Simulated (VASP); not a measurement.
# Be2CdS3 (Imm2) in VASP: notebook

One crystal, Be2CdS3, is run at these levels: PBE; tasks: relaxation of cell and atoms.

Program: VASP 6.6.1. These are calculated values, not measurements. Logs are shortened: lines on timing, memory, paths and dates and some standing lists are left out, and cuts for length are marked.

**1. The structure**

The structure is orthorhombic, space group Imm2 (No. 44). Conventional cell: a = 3.628 Å, b = 11.024 Å, c = 5.288 Å, α = 90.00°, β = 90.00°, γ = 90.00°. Be (site symmetry m) has 4 S at 2.10 to 2.16 Å as nearest neighbours. Around Cd (site symmetry mm2) lie 4 S at 2.53 to 2.55 Å. S (site symmetry m) has 3 Be at 2.13 to 2.16 Å as nearest neighbours. S (site symmetry mm2) is surrounded by 2 Be at 2.10 Å.

The cell was built by a generator and needn't be a form met in nature.

**2. Relaxation of cell and atoms, PBE**

File INCAR:

```
PREC     = Accurate       # precision mode
ENCUT    = 520            # plane-wave cutoff, eV
EDIFF    = 1E-6           # SCF threshold, eV
ISMEAR   = 0              # smearing method
SIGMA    = 0.03           # smearing width, eV
LREAL    = F              # projectors in reciprocal space
LASPH    = T              # aspherical terms in the spheres
NELM     = 120            # most SCF steps
ALGO     = Normal         # electronic algorithm
ISIF     = 3              # what is computed and relaxed
LWAVE    = F              # write WAVECAR
LCHARG   = F              # write CHGCAR
GGA      = PE             # functional
IBRION   = 2              # ionic algorithm
NSW      = 90             # ionic steps
EDIFFG   = -0.01          # ionic threshold
KPAR     = 4
```

File KPOINTS:

```
regular mesh
0
Gamma
  8 8 8
```

File POSCAR:

```
Be2CdS3
1.0
   -1.8140000000      5.5120000000      2.6440000000
    1.8140000000     -5.5120000000      2.6440000000
    1.8140000000      5.5120000000     -2.6440000000
Be Cd S
2 1 3
Direct
    0.6731307200      0.0013237500      0.6718069700
    0.3295167900      0.0013237500      0.3281930300
    0.0086989400      0.0086989400      0.0000000000
    0.0921160300      0.2823373700      0.8097786600
    0.4725587000      0.2823373700      0.1902213400
    0.6741679300      0.1741679300      0.5000000000
```

Potentials or basis: VASP PAW PBE potentials, release 64 (Be, Cd, S).

The run is started by

```bash
$ cat potpaw_PBE.64/Be/POTCAR potpaw_PBE.64/Cd/POTCAR potpaw_PBE.64/S/POTCAR > POTCAR
$ mpirun -np 4 vasp_std > vasp.out
```

OUTCAR:

```text
PREC = Accurate
   ENCUT = 520
   EDIFF = 1E-6
   ISMEAR = 0
   LREAL = F
   LASPH = T
   NELM = 120
   ISIF = 3
   GGA = PE
   IBRION = 2
   NSW = 90
   EDIFFG = -0.01

 ion  position               nearest neighbor table
   1  0.673  0.001  0.672-   6 2.10   4 2.13   5 2.16   5 2.16
   2  0.330  0.001  0.328-   6 2.10   5 2.13   4 2.16   4 2.16
   3  0.009  0.009  0.000-   6 2.53   6 2.53   5 2.55   4 2.55
   4  0.092  0.282  0.810-   1 2.13   2 2.16   2 2.16   3 2.55
   5  0.473  0.282  0.190-   2 2.13   1 2.16   1 2.16   3 2.55
   6  0.674  0.174  0.500-   2 2.10   1 2.10   3 2.53   3 2.53

  LATTYP: Found a body centered orthorhombic cell.
 ALAT       =     3.6280000000
 B/A-ratio  =     1.4575523705
 C/A-ratio  =     3.0385887541

  Lattice vectors:

 A1 = (  -1.8140000000,   5.5120000000,  -2.6440000000)
 A2 = (   1.8140000000,   5.5120000000,   2.6440000000)
 A3 = (   1.8140000000,  -5.5120000000,  -2.6440000000)

Analysis of symmetry for initial positions (statically):
=====================================================================
 Subroutine PRICEL returns:
 Original cell was already a primitive cell.

 Routine SETGRP: Setting up the symmetry group for a
 body centered orthorhombic supercell.

 Subroutine GETGRP returns: Found  4 space group operations
 (whereof  4 operations were pure point group operations)
 out of a pool of  8 trial point group operations.

The static configuration has the point symmetry C_2v.

Analysis of symmetry for dynamics (positions and initial velocities):
=====================================================================
 Subroutine PRICEL returns:
 Original cell was already a primitive cell.

 Routine SETGRP: Setting up the symmetry group for a
 body centered orthorhombic supercell.

 Subroutine GETGRP returns: Found  4 space group operations
 (whereof  4 operations were pure point group operations)
 out of a pool of  8 trial point group operations.

The dynamic configuration has the point symmetry C_2v.

 Subroutine INISYM returns: Found  4 space group operations
 (whereof  4 operations are pure point group operations),
 and found     1 'primitive' translations

----------------------------------------------------------------------------------------

                                     Primitive cell

  volume of cell :     105.7470

  direct lattice vectors                    reciprocal lattice vectors
    -1.814000000  5.512000000  2.644000000     0.000000000  0.090711176  0.189107413
     1.814000000 -5.512000000  2.644000000     0.275633958  0.000000000  0.189107413
     1.814000000  5.512000000 -2.644000000     0.275633958  0.090711176  0.000000000

  length of vectors
     6.376791983  6.376791983  6.376791983     0.209738244  0.334268893  0.290176836

  position of ions in fractional coordinates (direct lattice)
     0.673130720  0.001323750  0.671806970
     0.329516790  0.001323750  0.328193030
     0.008698940  0.008698940  0.000000000
     0.092116030  0.282337370  0.809778660
     0.472558700  0.282337370  0.190221340
     0.674167930  0.174167930  0.500000000

  ion indices of the primitive-cell ions
   primitive index   ion index
                 1           1
                 2           2
                 3           3
                 4           4
                 5           5
                 6           6

----------------------------------------------------------------------------------------

 KPOINTS: regular mesh

Automatic generation of k-mesh.
 Grid dimensions read from file:
 generate k-points for:    8    8    8

 Generating k-lattice:

  Cartesian coordinates                     Fractional coordinates (reciprocal lattice)
     0.000000000  0.011338897  0.023638427     0.125000000  0.000000000 -0.000000000
     0.034454245  0.000000000  0.023638427     0.000000000  0.125000000 -0.000000000
     0.034454245  0.011338897  0.000000000     0.000000000  0.000000000  0.125000000

  Length of vectors
     0.026217281  0.041783612  0.036272105

  Shift w.r.t. Gamma in fractional coordinates (k-lattice)
     0.000000000  0.000000000  0.000000000

 Subroutine IBZKPT returns following result:
 ===========================================

 Found     95 irreducible k-points:

 Following reciprocal coordinates:
            Coordinates               Weight
  0.000000  0.000000  0.000000      1.000000
  0.125000  0.000000  0.000000      4.000000
  0.250000  0.000000  0.000000      4.000000
  0.375000  0.000000 -0.000000      4.000000
  0.500000  0.000000  0.000000      2.000000
  0.000000  0.125000  0.000000      4.000000
[... 16 lines left out ...]
  0.125000  0.375000  0.000000      8.000000
  0.250000  0.375000  0.000000      8.000000
 [... further k-points ...]
   k-points           NKPTS =     95   k-points in BZ     NKDIM =     95   number of bands    NBANDS=     21
   number of dos      NEDOS =    301   number of ions     NIONS =      6
   total plane-waves  NPLWV = 110592
   dimension x,y,z NGX =    48 NGY =   48 NGZ =   48
   dimension x,y,z NGXF=    96 NGYF=   96 NGZF=   96
   ions per type =               2   1   3
   NGX,Y,Z   is equivalent  to a cutoff of  12.51, 12.51, 12.51 a.u.
   NGXF,Y,Z  is equivalent  to a cutoff of  25.03, 25.03, 25.03 a.u.
 SYSTEM =  unknown system
   PREC   = accura    normal or accurate (medium, high low for compatibility)
   ISTART =      0    job   : 0-new  1-cont  2-samecut
   ICHARG =      2    charge: 1-file 2-atom 10-const
   ISPIN  =      1    spin polarized calculation?
   LNONCOLLINEAR =      F non collinear calculations
   LSORBIT =      F    spin-orbit coupling
   LASPH  =      T    aspherical Exc in radial PAW
   ENCUT  =  520.0 eV  38.22 Ry    6.18 a.u.  11.86 11.86 11.86*2*pi/ulx,y,z
   NELM   =    120;   NELMIN=  2; NELMDL= -5     # of ELM steps
   EDIFF  = 0.1E-05   stopping-criterion for ELM
   LREAL  =      F    real-space projection
   EDIFFG = -.1E-01   stopping-criterion for IOM
   NSW    =     90    number of steps for IOM
   IBRION =      2    ionic relax: 0-MD 1-quasi-New 2-CG
   NFREE  =      1    steps in history (QN), initial steepest desc. (CG)
   ISIF   =      3    stress and relaxation
   ISYM   =      2    0-nonsym 1-usesym 2-fastsym
   POTIM  = 0.5000    time-step for ionic-motion
   TEBEG  =    0.0;   TEEND  =   0.0 temperature during run
   PSTRESS=    0.0 pullay stress
   NELECT =      34.0000    total number of electrons
   NUPDOWN=      -1.0000    fix difference up-down
   EMIN   =  10.00;   EMAX   =-10.00  energy-range for DOS
   EFERMI =   0.00;   METHOD = LEGACY
   ISMEAR =     0;   SIGMA  =   0.03  broadening in eV -4-tet -1-fermi 0-gaus
   EFERMI_NEDOS =   21; number of points for ismear=-14 and -15
   IALGO  =     38    algorithm
   IMIX   =      4    mixing-type and parameters
     AMIX     =   0.40;   BMIX     =  1.00
     AMIX_MAG =   1.60;   BMIX_MAG =  1.00
  volume/ion in A,a.u.               =      17.62       118.94
  Fermi-wavevector in a.u.,A,eV,Ry     =   1.121532  2.119389 17.113883  1.257835
  Thomas-Fermi vector in A             =   2.258187
   LORBIT       =      0    0 simple, 1 ext, 2 COOP (PROOUT), +10 PAW based schemes
   GGA     = PE    functional components
   LHFCALC =     F    Hartree Fock is set to
   AEXX    =    0.0000 exact exchange contribution
   IVDW    =     0    specifies the selected vdW correction
   LEPSILON=     F    determine dielectric tensor
   LRPA    =     F    only Hartree local field effects (RPA)
 conjugate gradient relaxation of ions
 non-spin polarized calculation
 Gauss-broadening in eV      SIGMA  =   0.03
  energy-cutoff  :      520.00
  volume of cell :      105.75
 maximum number of plane-waves:      2870
   NGX = 23   NGY = 23   NGZ = 23

--------------------------------------- Ionic step        1  -------------------------------------------

 number of electron      33.9999998 magnetization

 Free energy of the ion-electron system (eV)
  ---------------------------------------------------
  ext. energy  EPLUGINS =         0.00000000
  ---------------------------------------------------
  free energy    TOTEN  =       -25.84521148 eV

  energy without entropy =      -25.84521148  energy(sigma->0) =      -25.84521148

------------------------ aborting loop because EDIFF is reached ----------------------------------------

  FORCE on cell =-STRESS in cart. coord.  units (eV):
  Direction    XX          YY          ZZ          XY          YZ          ZX
  --------------------------------------------------------------------------------------
  -------------------------------------------------------------------------------------
  Total       -0.1655819     -0.0603283      0.0610496      0.0000000      0.0000000      0.0000000
  in kB       -2.5087388     -0.9140372      0.9249650      0.0000000      0.0000000      0.0000000
  external PRESSURE =      -0.8326037 kB  Pullay stress =       0.0000000 kB
[... 105 lines left out ...]
  energy  without entropy=      -25.8459871014  energy(sigma->0) =      -25.84598710

--------------------------------------- Ionic step        4  -------------------------------------------

 number of electron      33.9999998 magnetization

 Free energy of the ion-electron system (eV)
  ---------------------------------------------------
  ext. energy  EPLUGINS =         0.00000000
  ---------------------------------------------------
  free energy    TOTEN  =       -25.84610479 eV

  energy without entropy =      -25.84610479  energy(sigma->0) =      -25.84610479

 E-fermi :   3.3360     XC(G=0):  -9.5911

 val. band max:        3.2043468288   @ k =   0.0000   0.0000   0.0000
 cond. band min:       5.8702739233   @ k =   0.0000   0.0000   0.0000
 fundamental gap:      2.6659270945
 Fermi energy:         3.3360350723

 k-point     1 :       0.0000    0.0000    0.0000
  band No.  band energies     occupation
      1     -10.1777      2.00000
      2      -8.7208      2.00000
      3      -8.6897      2.00000
      4      -4.6196      2.00000
      5      -4.5146      2.00000
      6      -4.3571      2.00000
[... 550 lines left out ...]
      5      -4.4661      2.00000
      6      -4.3873      2.00000
[... 13 lines left out ...]
     20       8.5285      0.00000
     21       8.9371      0.00000

 [... further k-points ...]
[... 5 lines left out ...]
  --------------------------------------------------------------------------------------
  -------------------------------------------------------------------------------------
  Total       -0.0270391     -0.0369012     -0.0100854      0.0000000      0.0000000      0.0000000
  in kB       -0.4099071     -0.5594140     -0.1528926      0.0000000      0.0000000      0.0000000
  external PRESSURE =      -0.3740712 kB  Pullay stress =       0.0000000 kB
[... 21 lines left out ...]
  FREE ENERGIE OF THE ION-ELECTRON SYSTEM (eV)
  ---------------------------------------------------
  free  energy   TOTEN  =       -25.8461047864 eV

  energy  without entropy=      -25.8461047864  energy(sigma->0) =      -25.84610479

 reached required accuracy - stopping structural energy minimisation
```

It took 87 s on 4 MPI ranks of Intel Xeon 6975P-C (Granite Rapids), shared host; peak memory 0.48 GiB.

What came out:

```
Free energy                            : -25.8461 eV
Relaxed volume                         : 17.61 Å³/atom
Relaxed cell                           : a = 6.376 Å, b = 6.376 Å, c = 6.376 Å, α = 147.03°, β = 60.44°, γ = 130.86°
Space group after relaxing (to 0.05 Å) : Imm2 (No. 44)
Energy gained by relaxing              : 0.1 meV/atom
Ionic steps                            : 4
Pressure after relaxing                : 0.0 GPa
Largest force after relaxing           : 0.009 eV/Å
Band gap on the k mesh                 : 2.67 eV, direct
```

Forces on the atoms (eV/Å):
```
Be   0.000 -0.009  0.000
Be   0.000  0.009  0.000
Cd   0.000  0.000 -0.003
S    0.000 -0.001  0.004
S    0.000  0.001  0.004
S    0.000  0.000 -0.005
```

Step by step:
```
step  energy change (eV)  largest force (eV/Å)  pressure (GPa)  volume (Å³)
   1              0.0000                0.0496           -0.08       105.75
   2             -0.0006                0.0263            0.03       105.61
   3             -0.0008                0.0134            0.13       105.47
   4             -0.0009                0.0086           -0.04       105.69
```

Final structure:
```
Be Cd S
1.0
    -1.80910    5.50935    2.65091
     1.80910   -5.50935    2.65091
     1.80910    5.50935   -2.65091
Be Cd S
2 1 3
Direct
  0.67376 0.00155 0.67221
  0.32934 0.00155 0.32779
  0.00934 0.00934 0.00000
  0.09139 0.28136 0.81003
  0.47134 0.28136 0.18997
  0.67502 0.17502 0.50000
```

**3. Relaxation of cell and atoms, PBE**

INCAR: that of step 2 with these lines changed.

```diff
@@ -2,3 +2,3 @@
 ENCUT    = 520            # plane-wave cutoff, eV
-EDIFF    = 1E-6           # SCF threshold, eV
+EDIFF    = 1E-7           # SCF threshold, eV
 ISMEAR   = 0              # smearing method
@@ -14,4 +14,5 @@
 IBRION   = 2              # ionic algorithm
-NSW      = 90             # ionic steps
-EDIFFG   = -0.01          # ionic threshold
+NSW      = 60             # ionic steps
+EDIFFG   = -0.005         # ionic threshold
+POTIM    = 0.3            # step
 KPAR     = 4
```

KPOINTS is that of step 2.

File POSCAR:

```
Be2CdS3                                 
1.0
   -1.8090968156      5.5093508449      2.6509120140
    1.8090968156     -5.5093508449      2.6509120140
    1.8090968156      5.5093508449     -2.6509120140
  Be              Cd              S             
     2     1     3
Direct
     0.6737588555682736    0.0015516932080005    0.6722071623602661
     0.3293445408477353    0.0015516932080005    0.3277928376397340
     0.0093366280472630    0.0093366280472630    0.0000000000000000
     0.0913887210832288    0.2813636023713609    0.8100251187118678
     0.4713384736594922    0.2813636023713609    0.1899748812881321
     0.6750218907940150    0.1750218907940151    0.5000000000000000
```

Potentials or basis: VASP PAW PBE potentials, release 64 (Be, Cd, S).

The run is started by

```bash
$ cat potpaw_PBE.64/Be/POTCAR potpaw_PBE.64/Cd/POTCAR potpaw_PBE.64/S/POTCAR > POTCAR
$ mpirun -np 4 vasp_std > vasp.out
```

Run time: 87 s. Hardware: 4 MPI ranks of Intel Xeon 6975P-C (Granite Rapids), shared host; peak memory 0.49 GiB.

The run converged. Its results:

* Free energy: -25.8461 eV
* Relaxed volume: 17.61 Å³/atom
* Relaxed cell: a = 6.375 Å, b = 6.375 Å, c = 6.375 Å, α = 147.03°, β = 60.45°, γ = 130.86°
* Space group after relaxing (to 0.05 Å): Imm2 (No. 44)
* Energy gained by relaxing: 0.0 meV/atom
* Ionic steps: 3
* Pressure after relaxing: 0.0 GPa
* Largest force after relaxing: 0.004 eV/Å
* Band gap on the k mesh: 2.67 eV, direct

Forces in eV/Å, atoms in the order of the input:
```
Be   0.000 -0.004  0.000
Be   0.000  0.004  0.000
Cd   0.000  0.000 -0.002
S    0.000 -0.002  0.002
S    0.000  0.002  0.002
S    0.000  0.000 -0.002
```

Final structure:
```
Be Cd S
1.0
    -1.80877    5.50800    2.65084
     1.80877   -5.50800    2.65084
     1.80877    5.50800   -2.65084
Be Cd S
2 1 3
Direct
  0.67372 0.00155 0.67217
  0.32938 0.00155 0.32783
  0.00931 0.00931 0.00000
  0.09142 0.28140 0.81002
  0.47138 0.28140 0.18998
  0.67498 0.17498 0.50000
```

Levels at points of the mesh, in eV from the valence-band top:
```
           k point  band 14  band 15  band 16  band 17  band 18  band 19  band 20  band 21
(0.00, 0.00, 0.00)    -1.53    -0.48    -0.40     0.00     2.67     3.88     4.96     5.71
(0.50, 0.00, 0.00)    -1.85    -1.64    -0.86    -0.22     3.41     4.41     4.61     5.78
(0.00, 0.50, 0.00)    -2.43    -2.21    -1.15    -1.00     3.52     5.15     5.32     5.78
(0.50, 0.50, 0.00)    -2.67    -2.22    -1.65    -1.59     2.85     3.75     5.15     5.21
(0.50, 0.50, 0.50)    -2.37    -1.07    -1.06    -0.01     2.68     4.01     4.84     5.47
```

A k mesh can miss the band edges.
